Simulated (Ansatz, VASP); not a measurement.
NbCu2: VASP beside Ansatz

```
Nb Cu
1.0
     0.00000    2.95720    2.95720
     2.95720    0.00000    2.95720
     2.95720    2.95720    0.00000
Nb Cu
1 2
Direct
  0.00000 0.00000 0.00000
  0.25000 0.25000 0.25000
  0.75000 0.75000 0.75000
```

Change from the starting cell: species swapped into the CdF2 type (Fm-3m, No. 225).

Alike in both runs: task relaxation of cell and atoms; functional PBE; k mesh 14 × 14 × 14; occupations gaussian, width 0.1 eV; no spin polarisation.

```csv
,VASP,Ansatz
version,VASP 6.6.1,Ansatz 0.2.0
potentials or method,"VASP PAW PBE potentials, release 64 (Nb_sv, Cu)","scalar-relativistic, plane waves, PAW"
plane-wave cutoff (eV),600,420
valence electrons in the cell,35,51
```

VASP gave:

```
gap on the k mesh at the Fermi level, each at its own relaxed structure (eV) : none
relaxed volume (Å³/atom)                                                     : 17.29
relaxed cell length with the largest relative difference (Å)                 : 4.186
```

**Question.** Estimate Ansatz's values.

**Answer.** gap on the k mesh at the Fermi level, each at its own relaxed structure (eV): none; relaxed volume (Å³/atom): 17.27; relaxed cell length with the largest relative difference (Å): 4.184.

A gap of «none» marks a metal or a gap that the smearing closes. The two sets of potentials don't hold the same shells in valence.
